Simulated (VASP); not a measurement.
Computed with r2SCAN meta-GGA, VASP's PBE PAW potentials (set 64) (plane waves; VASP).

VASP ran on this input.

**POSCAR**
```
P
1
    1.6499131313    -5.4964683659     0.0000000000
    1.6499131313     5.4964683659    -0.0000000000
    0.0000000000    -0.0000000000     4.5366683862
P
4
Direct
  0.0951873415   0.9048126585   0.9110865605
  0.4048126585   0.5951873415   0.4110865605
  0.5951873415   0.4048126585   0.5889134395
  0.9048126585   0.0951873415   0.0889134395
```

INCAR:
```
ALGO=Normal
EDIFF=1E-7
ENCUT=520
ISIF=2
ISMEAR=-5
LASPH=.TRUE.
LCHARG=.FALSE.
LEFG=.TRUE.
LMIXTAU=.TRUE.
LORBIT=11
LREAL=.FALSE.
LWAVE=.FALSE.
METAGGA=R2SCAN
NEDOS=601
NELM=100
PREC=Accurate
SYSTEM=P
```

File KPOINTS:
```
Automatic mesh
0
Gamma
8 8 6
0 0 0
```

File KPOINTS_OPT:
```
k-points along high-symmetry lines
5
Line-mode
Reciprocal
  0.000000   0.000000   0.000000 ! GAMMA
 -0.500000   0.500000   0.000000 ! Y

 -0.500000   0.500000   0.000000 ! Y
 -0.274939   0.725061   0.000000 ! C_0

  0.274939   0.274939   0.000000 ! SIGMA_0
  0.000000   0.000000   0.000000 ! GAMMA

  0.000000   0.000000   0.000000 ! GAMMA
  0.000000   0.000000   0.500000 ! Z

  0.000000   0.000000   0.500000 ! Z
  0.274939   0.274939   0.500000 ! A_0

 -0.274939   0.725061   0.500000 ! E_0
 -0.500000   0.500000   0.500000 ! T

 -0.500000   0.500000   0.500000 ! T
 -0.500000   0.500000   0.000000 ! Y

  0.000000   0.000000   0.000000 ! GAMMA
  0.000000   0.500000   0.000000 ! S

  0.000000   0.500000   0.000000 ! S
  0.000000   0.500000   0.500000 ! R

  0.000000   0.500000   0.500000 ! R
  0.000000   0.000000   0.500000 ! Z

  0.000000   0.000000   0.500000 ! Z
 -0.500000   0.500000   0.500000 ! T
```

POTCAR, in this order: P (PBE.64 set). Program: vasp_std.

Output of the run:

**OSZICAR**
```
       N       E                     dE             d eps       ncg     rms          rms(c)
DAV:   1     0.522388974575E+02    0.52239E+02   -0.85961E+03  2352   0.123E+03
DAV:   2    -0.351777881313E+02   -0.87417E+02   -0.85401E+02  3098   0.184E+02
DAV:   3    -0.396914305527E+02   -0.45136E+01   -0.44919E+01  3234   0.449E+01
DAV:   4    -0.397502222886E+02   -0.58792E-01   -0.58731E-01  2996   0.599E+00
DAV:   5    -0.397515551504E+02   -0.13329E-02   -0.13322E-02  3220   0.833E-01    0.115E+01
DAV:   6    -0.365057958704E+02    0.32458E+01   -0.31502E-01  2736   0.513E+00    0.763E+00
DAV:   7    -0.348310016429E+02    0.16748E+01   -0.58850E-01  2604   0.611E+00    0.117E+00
DAV:   8    -0.357435934193E+02   -0.91259E+00   -0.29532E-01  2514   0.463E+00    0.286E-01
DAV:   9    -0.359106621044E+02   -0.16707E+00   -0.10284E-01  2664   0.332E+00    0.146E-01
DAV:  10    -0.358650488304E+02    0.45613E-01   -0.29949E-02  2622   0.176E+00    0.161E-01
DAV:  11    -0.359078345911E+02   -0.42786E-01   -0.10380E-02  2454   0.107E+00    0.119E-01
DAV:  12    -0.359186272880E+02   -0.10793E-01   -0.14276E-02  2406   0.123E+00    0.642E-02
DAV:  13    -0.359208593538E+02   -0.22321E-02   -0.91876E-04  2880   0.284E-01    0.416E-02
DAV:  14    -0.359209511933E+02   -0.91840E-04   -0.22422E-05  3202   0.470E-02    0.354E-02
DAV:  15    -0.359210188682E+02   -0.67675E-04   -0.14378E-05  2826   0.411E-02    0.219E-02
DAV:  16    -0.359215894119E+02   -0.57054E-03   -0.40578E-04  2364   0.200E-01    0.540E-03
DAV:  17    -0.359215996823E+02   -0.10270E-04   -0.17609E-05  2928   0.358E-02    0.621E-03
DAV:  18    -0.359215983545E+02    0.13278E-05   -0.10722E-06  2838   0.108E-02    0.387E-03
DAV:  19    -0.359215984464E+02   -0.91975E-07   -0.18382E-06  2544   0.117E-02    0.329E-03
DAV:  20    -0.359215986690E+02   -0.22258E-06   -0.87514E-08  1314   0.283E-03    0.110E-03
DAV:  21    -0.359215988368E+02   -0.16778E-06   -0.23280E-08  1230   0.146E-03    0.178E-04
DAV:  22    -0.359215988273E+02    0.95060E-08   -0.37502E-09  1206   0.553E-04
   1 F= -.35921599E+02 E0= -.35921599E+02  d E =0.000000E+00
       N       E                     dE             ncg
```

OUTCAR:
```
------------------------ aborting loop because EDIFF is reached ----------------------------------------
  FORCE on cell =-STRESS in cart. coord.  units (eV):
  Direction    XX          YY          ZZ          XY          YZ          ZX
  --------------------------------------------------------------------------------------
  Total       -0.1131753      0.0593046      0.1065972      0.0000000      0.0000000      0.0000000
  in kB       -2.2036902      1.1547475      2.0756043      0.0000000      0.0000000      0.0000000
  external PRESSURE =       0.3422205 kB  Pullay stress =       0.0000000 kB
  volume of cell :       82.28
      direct lattice vectors                 reciprocal lattice vectors
     1.649913131 -5.496468366  0.000000000     0.303046258 -0.090967503  0.000000000
     1.649913131  5.496468366  0.000000000     0.303046258  0.090967503  0.000000000
     0.000000000  0.000000000  4.536668386     0.000000000  0.000000000  0.220426074
 POSITION                                       TOTAL-FORCE (eV/Angst)
 -----------------------------------------------------------------------------------
      1.64991      4.45008      4.13330         0.000000     -0.013687      0.013777
      1.64991      1.04639      1.86496         0.000000      0.013687      0.013777
      1.64991     -1.04639      2.67170         0.000000     -0.013687     -0.013777
      1.64991     -4.45008      0.40337         0.000000      0.013687     -0.013777
 -----------------------------------------------------------------------------------
    total drift:                               -0.000000     -0.000000      0.000000
  FREE ENERGIE OF THE ION-ELECTRON SYSTEM (eV)
  ---------------------------------------------------
  free  energy   TOTEN  =       -35.9215988273 eV

  energy  without entropy=      -35.9215988273  energy(sigma->0) =      -35.92159883

 total charge

# of ion       s       p       d       tot
------------------------------------------
    1        1.068   1.402   0.000   2.471
    2        1.068   1.402   0.000   2.471
    3        1.068   1.402   0.000   2.471
    4        1.068   1.402   0.000   2.471
--------------------------------------------------
tot          4.274   5.610   0.000   9.884
```
(Selected blocks of OUTCAR.)

OUTCAR:
```
 val. band max:        5.7136425182   @ k =   0.5000   0.5000   0.0000

 cond. band min:       5.9928100803   @ k =   0.5000   0.5000   0.0000


 Fermi energy:         5.7444649842

 k-point     1 :       0.0000    0.0000    0.0000
  band No.  band energies     occupation
      1     -10.8847      2.00000
      2      -7.9981      2.00000
      3      -4.5311      2.00000
      4      -1.3515      2.00000
      5       0.6278      2.00000
      6       0.6470      2.00000
      7       1.3672      2.00000
      8       2.8472      2.00000
      9       2.9505      2.00000
     10       4.4929      2.00000
     11       6.4625      0.00000
     12       6.9623      0.00000
     13       7.8732      0.00000
     14       8.7291      0.00000

 k-point     2 :       0.1250    0.0000    0.0000
  band No.  band energies     occupation
      1     -10.6839      2.00000
      2      -7.8049      2.00000
      3      -4.6303      2.00000
      4      -1.1781      2.00000
      5       0.2316      2.00000
      6       0.4621      2.00000
      7       0.7755      2.00000
      8       2.2240      2.00000
      9       2.9323      2.00000
     10       4.5847      2.00000
     11       6.6639      0.00000
     12       7.8791      0.00000
     13       8.4063      0.00000
     14       9.2486      0.00000

 k-point     3 :       0.2500    0.0000    0.0000
  band No.  band energies     occupation
      1     -10.0883      2.00000
      2      -7.2260      2.00000
      3      -5.1839      2.00000
      4      -1.3652      2.00000
      5      -0.7012      2.00000
      6      -0.5752      2.00000
      7       1.1808      2.00000
      8       1.9881      2.00000
      9       3.0381      2.00000
     10       4.4803      2.00000
     11       6.5390      0.00000
     12       7.3793      0.00000
     13       8.5430      0.00000
     14       8.8031      0.00000

 k-point     4 :       0.3750   -0.0000    0.0000
  band No.  band energies     occupation
...
```

The compound is P in the black structure. It was relaxed first, which changed the volume by +8 %.
